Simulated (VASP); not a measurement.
The input files of a VASP run:

### INCAR
```
SYSTEM = GaP
PREC = Accurate
ENCUT = 400
EDIFF = 1E-6
NELM = 100
ALGO = Normal
LREAL = .FALSE.
LASPH = .TRUE.
ISMEAR = 0
SIGMA = 0.05
GGA = PE
LMAXMIX = 4
LWAVE = .FALSE.
LCHARG = .FALSE.
ISIF = 2
```

**POSCAR**
```
GaP
1
    0.0000000000     2.7250000000     2.7250000000
    2.7250000000     0.0000000000     2.7250000000
    2.7250000000     2.7250000000     0.0000000000
Ga P
1 1
Direct
  0.0000000000   0.0000000000   0.0000000000
  0.2500000000   0.2500000000   0.2500000000
```

### KPOINTS
```
k-points along high-symmetry lines
6
Line-mode
Reciprocal
  0.000000   0.000000   0.000000 ! GAMMA
 -0.500000  -0.500000   0.000000 ! X

 -0.500000  -0.500000   0.000000 ! X
 -0.375000  -0.375000   0.250000 ! U

 -0.375000  -0.000000   0.375000 ! K
  0.000000   0.000000   0.000000 ! GAMMA

  0.000000   0.000000   0.000000 ! GAMMA
 -0.000000   0.000000   0.500000 ! L

 -0.000000   0.000000   0.500000 ! L
 -0.500000  -0.250000   0.250000 ! W

 -0.500000  -0.250000   0.250000 ! W
 -0.500000  -0.500000   0.000000 ! X
```

POTCAR, in this order: Ga_d P (PBE.64 set). Program: vasp_std.

What VASP printed:

standard output:
```
 POSCAR found type information on POSCAR GaP
 POSCAR found :  2 types and       2 ions
 Reading from existing POTCAR
 Reading from existing POTCAR
 LDA part: xc-table for (Slater+PW92), standard interpolation
 POSCAR, INCAR and KPOINTS ok, starting setup
 WAVECAR not read
 entering main loop
       N       E                     dE             d eps       ncg     rms          rms(c)
DAV:   1     0.731612531763E+02    0.73161E+02   -0.82338E+03   944   0.172E+03
DAV:   2    -0.242716648697E+01   -0.75588E+02   -0.72499E+02  1021   0.285E+02
DAV:   3    -0.785450810718E+01   -0.54273E+01   -0.53512E+01  1184   0.682E+01
DAV:   4    -0.794983962451E+01   -0.95332E-01   -0.95270E-01  1189   0.964E+00
DAV:   5    -0.795170642362E+01   -0.18668E-02   -0.18667E-02  1156   0.114E+00    0.456E+00
DAV:   6    -0.756266906041E+01    0.38904E+00   -0.72110E-01  1354   0.144E+01    0.307E+00
DAV:   7    -0.752191301045E+01    0.40756E-01   -0.20003E-01  1161   0.296E+00    0.143E+00
DAV:   8    -0.752362257260E+01   -0.17096E-02   -0.23824E-02  1081   0.231E+00    0.181E-01
DAV:   9    -0.752420634898E+01   -0.58378E-03   -0.30098E-03  1284   0.109E+00    0.854E-02
DAV:  10    -0.752431208825E+01   -0.10574E-03   -0.22376E-04  1046   0.136E-01    0.350E-02
DAV:  11    -0.752445232570E+01   -0.14024E-03   -0.21660E-04  1086   0.116E-01    0.848E-03
DAV:  12    -0.752445067848E+01    0.16472E-05   -0.93959E-06  1129   0.362E-02    0.728E-03
DAV:  13    -0.752445097898E+01   -0.30049E-06   -0.98832E-07   814   0.757E-03
   1 F= -.75244510E+01 E0= -.75244510E+01  d E =-.524035E-13
```

File OUTCAR:
```
------------------------ aborting loop because EDIFF is reached ----------------------------------------
  FORCE on cell =-STRESS in cart. coord.  units (eV):
  Direction    XX          YY          ZZ          XY          YZ          ZX
  --------------------------------------------------------------------------------------
  Total        1.8981780      1.8981780      1.8981780      0.0000000      0.0000000     -0.0000000
  in kB       75.1480990     75.1480990     75.1480990      0.0000000      0.0000000     -0.0000000
  external PRESSURE =      75.1480990 kB  Pullay stress =       0.0000000 kB
  volume of cell :       40.47
      direct lattice vectors                 reciprocal lattice vectors
     0.000000000  2.725000000  2.725000000    -0.183486239  0.183486239  0.183486239
     2.725000000  0.000000000  2.725000000     0.183486239 -0.183486239  0.183486239
     2.725000000  2.725000000  0.000000000     0.183486239  0.183486239 -0.183486239
  FREE ENERGIE OF THE ION-ELECTRON SYSTEM (eV)
  ---------------------------------------------------
  free  energy   TOTEN  =        -7.5244509790 eV

  energy  without entropy=       -7.5244509790  energy(sigma->0) =       -7.52445098
```
(Selected blocks of OUTCAR.)

Q: Read input and log: which fault does this run have?
A) Methfessel-Paxton smearing was used on a material with a gap
B) NELM is too small, so the electronic loop ends before EDIFF is met
C) NSW is too small for the relaxation to finish
D) a line-mode KPOINTS file was used for a self-consistent run

A: D, a line-mode KPOINTS file was used for a self-consistent run. The run ends without an error. Against the sound run, the energy per atom (σ→0) goes up by 0.788 eV/atom; the pressure increases by 5.23 GPa.

To mend it, correct KPOINTS.
**KPOINTS**
```
Automatic mesh
0
Gamma
6 6 6
0 0 0
```
The mended run (PBE GGA, plane waves, VASP's PBE PAW potentials (set 64)) converges, and its OSZICAR ends with
```
   1 F= -.91011485E+01 E0= -.91011485E+01  d E =-.411145E-17
```

The compound is GaP in the zinc blende structure. The cell was not relaxed at this level.
